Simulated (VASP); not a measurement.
Calculation: vdW-DF-cx, VASP's PBE PAW potentials (set 64) (plane waves; VASP 6.6.1).

A VASP calculation is set up with these files.

**INCAR**
```
NEDOS = 601   ! DOS grid
ENCUT = 520   ! plane-wave cut-off (eV)
PREC = Accurate
LREAL = .FALSE.
GGA = CX
ISIF = 2   ! forces and stress, cell fixed
LUSE_VDW = .TRUE.
ISMEAR = -5   ! tetrahedra, Bloechl
SYSTEM = TiC
LCHARG = .TRUE.
ALGO = Normal
LASPH = .TRUE.   ! aspherical one-centre terms
LMAXMIX = 4   ! l cut-off of mixed one-centre charges
NELM = 100   ! most electronic steps
LWAVE = .FALSE.
LORBIT = 11   ! lm-projected
AGGAC = 0.0
EDIFF = 1E-7
```

### KPOINTS
```
Automatic
0
gamma
16 16 16
0 0 0
```

File POSCAR:
```
TiC
1
    0.0000000000     2.1540272077     2.1540272077
    2.1540272077     0.0000000000     2.1540272077
    2.1540272077     2.1540272077     0.0000000000
Ti C
1 1
Direct
  0.0000000000   0.0000000000   0.0000000000
  0.5000000000   0.5000000000   0.5000000000
```

POTCAR, in this order: Ti_sv C (PBE.64 set). Program: vasp_std.

Output

**OUTCAR**
```
 ion  position               nearest neighbor table
   1  0.000  0.000  0.000-   2 2.15   2 2.15   2 2.15   2 2.15   2 2.15   2 2.15
   2  0.500  0.500  0.500-   1 2.15   1 2.15   1 2.15   1 2.15   1 2.15   1 2.15
  LATTYP: Found a face centered cubic cell.
 ALAT       =     4.3080544154
 Subroutine PRICEL returns:
 Original cell was already a primitive cell.
 Subroutine GETGRP returns: Found 48 space group operations
The static configuration has the point symmetry O_h .
The dynamic configuration has the point symmetry O_h .
 Subroutine INISYM returns: Found 48 space group operations
 Subroutine IBZKPT returns following result:
 Found    145 irreducible k-points:

 Following reciprocal coordinates:
            Coordinates               Weight
  0.000000  0.000000  0.000000      1.000000
  0.062500  0.000000  0.000000      8.000000
  0.125000  0.000000  0.000000      8.000000
  0.187500  0.000000  0.000000      8.000000
  0.250000  0.000000  0.000000      8.000000
  0.312500  0.000000  0.000000      8.000000
  0.375000  0.000000  0.000000      8.000000
  0.437500  0.000000  0.000000      8.000000
  0.500000  0.000000  0.000000      4.000000
  0.062500  0.062500  0.000000      6.000000
  0.125000  0.062500  0.000000     24.000000
  0.187500  0.062500  0.000000     24.000000
  0.250000  0.062500  0.000000     24.000000
  0.312500  0.062500  0.000000     24.000000
  0.375000  0.062500  0.000000     24.000000
  0.437500  0.062500  0.000000     24.000000
  0.500000  0.062500  0.000000     24.000000
 -0.437500  0.062500  0.000000     24.000000
 -0.375000  0.062500  0.000000     24.000000
 -0.312500  0.062500  0.000000     24.000000
 -0.250000  0.062500  0.000000     24.000000
 -0.187500  0.062500  0.000000     24.000000
 -0.125000  0.062500  0.000000     24.000000
 -0.062500  0.062500  0.000000     12.000000
  0.125000  0.125000  0.000000      6.000000
  0.187500  0.125000  0.000000     24.000000
  0.250000  0.125000  0.000000     24.000000
  0.312500  0.125000  0.000000     24.000000
  0.375000  0.125000  0.000000     24.000000
  0.437500  0.125000  0.000000     24.000000
  0.500000  0.125000  0.000000     24.000000
 -0.437500  0.125000  0.000000     24.000000
 -0.375000  0.125000  0.000000     24.000000
 -0.312500  0.125000  0.000000     24.000000
 -0.250000  0.125000  0.000000     24.000000
 -0.187500  0.125000  0.000000     24.000000
 -0.125000  0.125000  0.000000     12.000000
  0.187500  0.187500  0.000000      6.000000
  0.250000  0.187500  0.000000     24.000000
  0.312500  0.187500  0.000000     24.000000
   k-points           NKPTS =    145   k-points in BZ     NKDIM =    145   number of bands    NBANDS=     12
   number of dos      NEDOS =    601   number of ions     NIONS =      2
   total plane-waves  NPLWV =  13824
   dimension x,y,z NGX =    24 NGY =   24 NGZ =   24
   dimension x,y,z NGXF=    48 NGYF=   48 NGZF=   48
   ions per type =               1   1
   PREC   = accura    normal or accurate (medium, high low for compatibility)
   ISTART =      0    job   : 0-new  1-cont  2-samecut
   ICHARG =      2    charge: 1-file 2-atom 10-const
   ISPIN  =      1    spin polarized calculation?
   LNONCOLLINEAR =      F non collinear calculations
   LSORBIT =      F    spin-orbit coupling
   INIWAV =      1    electr: 0-lowe 1-rand  2-diag
   ENCUT  =  520.0 eV  38.22 Ry    6.18 a.u.   5.66  5.66  5.66*2*pi/ulx,y,z
   NELM   =    100;   NELMIN=  2; NELMDL= -5     # of ELM steps
   EDIFF  = 0.1E-06   stopping-criterion for ELM
   LREAL  =      F    real-space projection
   NLSPLINE    = F    spline interpolate recip. space projectors
   LMAXMIX     =    4 max onsite mixed and CHGCAR
...
```

**OSZICAR**
```
       N       E                     dE             d eps       ncg     rms          rms(c)
DAV:   1     0.124235598333E+03    0.12424E+03   -0.85968E+03  3480   0.161E+03
DAV:   2    -0.105499157697E+02   -0.13479E+03   -0.12810E+03  3624   0.384E+02
DAV:   3    -0.202161381597E+02   -0.96662E+01   -0.93099E+01  4624   0.975E+01
DAV:   4    -0.206441501137E+02   -0.42801E+00   -0.42728E+00  4436   0.198E+01
DAV:   5    -0.206612625164E+02   -0.17112E-01   -0.17111E-01  4776   0.346E+00    0.191E+01
DAV:   6    -0.158788705924E+02    0.47824E+01   -0.30066E+01  4096   0.699E+01    0.689E+00
DAV:   7    -0.153182402306E+02    0.56063E+00   -0.42812E+00  4092   0.272E+01    0.505E+00
DAV:   8    -0.152829659262E+02    0.35274E-01   -0.16541E-01  3756   0.569E+00    0.261E+00
DAV:   9    -0.152876538738E+02   -0.46879E-02   -0.10281E-01  3892   0.387E+00    0.817E-01
DAV:  10    -0.152844913899E+02    0.31625E-02   -0.14371E-02  4772   0.181E+00    0.490E-01
DAV:  11    -0.152836995739E+02    0.79182E-03   -0.54742E-03  3824   0.113E+00    0.103E-01
DAV:  12    -0.152836225674E+02    0.77006E-04   -0.45936E-04  3784   0.359E-01    0.305E-02
DAV:  13    -0.152836042419E+02    0.18326E-04   -0.36975E-05  4996   0.904E-02    0.844E-03
DAV:  14    -0.152836039546E+02    0.28729E-06   -0.14885E-06  4012   0.147E-02    0.207E-03
DAV:  15    -0.152836034583E+02    0.49629E-06   -0.30499E-07  3956   0.449E-03    0.373E-04
DAV:  16    -0.152836034187E+02    0.39593E-07   -0.88515E-09  1924   0.967E-04
   1 F= -.15283603E+02 E0= -.15283603E+02  d E =0.000000E+00
```

**OUTCAR**
```
------------------------ aborting loop because EDIFF is reached ----------------------------------------
  FORCE on cell =-STRESS in cart. coord.  units (eV):
  Direction    XX          YY          ZZ          XY          YZ          ZX
  --------------------------------------------------------------------------------------
  Total       -0.0076114     -0.0076114     -0.0076114      0.0000000      0.0000000      0.0000000
  in kB       -0.6100837     -0.6100837     -0.6100837      0.0000000      0.0000000      0.0000000
  external PRESSURE =      -0.6100837 kB  Pullay stress =       0.0000000 kB
  volume of cell :       19.99
      direct lattice vectors                 reciprocal lattice vectors
     0.000000000  2.154027208  2.154027208    -0.232123345  0.232123345  0.232123345
     2.154027208  0.000000000  2.154027208     0.232123345 -0.232123345  0.232123345
     2.154027208  2.154027208  0.000000000     0.232123345  0.232123345 -0.232123345
 POSITION                                       TOTAL-FORCE (eV/Angst)
 -----------------------------------------------------------------------------------
      0.00000      0.00000      0.00000         0.000000      0.000000      0.000000
      2.15403      2.15403      2.15403         0.000000      0.000000      0.000000
 -----------------------------------------------------------------------------------
    total drift:                                0.000000     -0.000000     -0.000000
  FREE ENERGIE OF THE ION-ELECTRON SYSTEM (eV)
  ---------------------------------------------------
  free  energy   TOTEN  =       -15.2836034187 eV

  energy  without entropy=      -15.2836034187  energy(sigma->0) =      -15.28360342

 total charge

# of ion       s       p       d       tot
------------------------------------------
    1        2.201   6.257   1.985  10.443
    2        0.899   1.507   0.000   2.406
--------------------------------------------------
tot          3.099   7.764   1.985  12.849
```
(Selected blocks of OUTCAR.)

**OUTCAR**
```
 val. band max:        9.6777632539   @ k =   0.0625   0.0625   0.0000

 cond. band min:       9.3463746935   @ k =   0.1875   0.1875   0.0000


 Fermi energy:         9.5489642601

 k-point     1 :       0.0000    0.0000    0.0000
  band No.  band energies     occupation
      1     -46.7930      2.00000
      2     -22.9391      2.00000
      3     -22.9391      2.00000
      4     -22.9391      2.00000
      5      -2.8933      2.00000
      6      10.2029      0.00000
      7      10.2029      0.00000
      8      10.2029      0.00000
      9      11.2350      0.00000
     10      11.2350      0.00000
     11      11.2350      0.00000
     12      11.2615      0.00000

 k-point     2 :       0.0625    0.0000    0.0000
  band No.  band energies     occupation
      1     -46.7899      2.00000
      2     -22.9602      2.00000
      3     -22.9411      2.00000
      4     -22.9411      2.00000
      5      -2.8033      2.00000
      6       9.7596      0.61176
      7      10.0022     -0.16122
      8      10.0022     -0.23575
      9      10.5566      0.00000
     10      10.5566      0.00000
     11      11.4752      0.00000
     12      12.2728      0.00000

 k-point     3 :       0.1250    0.0000    0.0000
  band No.  band energies     occupation
      1     -46.7813      2.00000
      2     -23.0199      2.00000
      3     -22.9466      2.00000
      4     -22.9466      2.00000
      5      -2.5389      2.00000
      6       8.8789      2.01862
      7       9.2288      2.03077
      8       9.2288      2.07035
      9      10.6320      0.00000
     10      10.6320      0.00000
     11      11.8115      0.00000
     12      13.3553      0.00000

 k-point     4 :       0.1875    0.0000    0.0000
  band No.  band energies     occupation
      1     -46.7683      2.00000
      2     -23.1081      2.00000
      3     -22.9549      2.00000
      4     -22.9549      2.00000
      5      -2.1169      2.00000
      6       7.8461      2.00000
...
```

For a metal the tetrahedron method with Blöchl corrections gives inexact stress and forces.

The compound is TiC in the rock salt structure. It was relaxed first.
